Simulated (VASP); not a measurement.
A run of VASP 6.6.1 is set up as follows.

The input INCAR:

```
  ALGO = Normal
  EDIFF = 1E-7
  EDIFFG = -0.002
  ENCUT = 350
  GGA = CA
  IBRION = 2
  ISIF = 3
  ISMEAR = 0
  LASPH = T
  LCHARG = F
  LREAL = F
  LWAVE = F
  NELM = 60
  NSW = 80
  PREC = Accurate
  SIGMA = 0.1
```

The input KPOINTS:

```
k-points
0
Gamma
  9 9 6
```

The input POSCAR:

```
Ti
1.0
    2.9500000000      0.0000000000      0.0000000000
   -1.4750000000      2.5547749400      0.0000000000
    0.0000000000      0.0000000000      4.6800000000
Ti
2
Direct
    0.3333333300      0.6666666700      0.2500000000
    0.6666666700      0.3333333300      0.7500000000
```

Potentials or basis: VASP PAW LDA potentials, release 64 (Ti_sv).

The run is started by

```sh
$ cat potpaw_LDA.64/Ti_sv/POTCAR > POTCAR
$ mpirun -np 1 vasp_std > vasp.out
```

Q: Predict the relaxed volume.

A: 15.96 Å³/atom.

Q: Predict the space group after relaxing (to 0.05 Å).

A: P6_3/mmc (No. 194).

Q: Predict the relaxed cell.

A: a = 2.861 Å, b = 2.861 Å, c = 4.504 Å, α = 90.00°, β = 90.00°, γ = 120.00°.

Q: Estimate the band gap on the k mesh.

A: None (metal or under the smearing width).

Final structure:
```xyz
2
Lattice="2.8608 0.0000 0.0000 -1.4304 2.4775 0.0000 0.0000 0.0000 4.5037" Properties=species:S:1:pos:R:3 pbc="T T T"
Ti    0.0000    1.6517    1.1259
Ti    1.4304    0.8258    3.3778
```

LDA usually gives volumes a few per cent too small. Zero-point motion and thermal expansion aren't in these numbers.
